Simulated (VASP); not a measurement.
Input for VASP

**KPOINTS**
```
Automatic mesh
0
Gamma
11 11 11
0 0 0
```

**INCAR**
```
SYSTEM = MgO
PREC = Accurate
ENCUT = 520
EDIFF = 1E-7
NELM = 100
ALGO = Normal
LREAL = .FALSE.
LASPH = .TRUE.
ISMEAR = 0
SIGMA = 0.05
METAGGA = R2SCAN
LUSE_VDW = .TRUE.
BPARAM = 11.95
CPARAM = 0.0093
LMIXTAU = .TRUE.
LWAVE = .FALSE.
LCHARG = .FALSE.
ISIF = 2
```

POSCAR:
```
MgO
1.0
  0.0000000000   2.1140140558   2.1140140558
  2.1140140558   0.0000000000   2.1140140558
  2.1140140558   2.1140140558   0.0000000000
Mg O
1 1
Direct
  0.0000000000   0.0000000000   0.0000000000
  0.5000000000   0.5000000000   0.5000000000
```

POTCAR, in this order: Mg O (PBE.64 set). Program: vasp_std.

Problem. Translate this r2SCAN+rVV10 calculation to Ansatz.

Solution. One equivalent input (not run):
Ansatz 0.2 input:
```yaml
crystal:
  lattice:
    - [0.0000000, 2.1140141, 2.1140141]
    - [2.1140141, 0.0000000, 2.1140141]
    - [2.1140141, 2.1140141, 0.0000000]
  atoms:
    - { symbol: Mg, position: [0.0000000, 0.0000000, 0.0000000] }
    - { symbol: O, position: [0.5000000, 0.5000000, 0.5000000] }
kpoints:
  mp_grid: { grid: [11, 11, 11] }
hamiltonian:
  xc: r2scan
  dispersion: rvv10
  pseudopotentials: { kind: paw }
scf:
  occupations: { method: gaussian, width: 0.05 }
  max_iter: 100
output: { forces: true, stress: true, eigenvalues: true }
```
The two are equivalent in intent, not identical: each code has its own PAW files, so the cut-off isn't converted (ENCUT is set for VASP's; basis.ecutwfc is left out, and Ansatz then takes the one that its files recommend); Ansatz stops its SCF on the density residual and VASP on the energy change (EDIFF).

The compound is MgO in the rock salt structure. This cell is one point of a volume scan, at 1.03 of the reference volume.
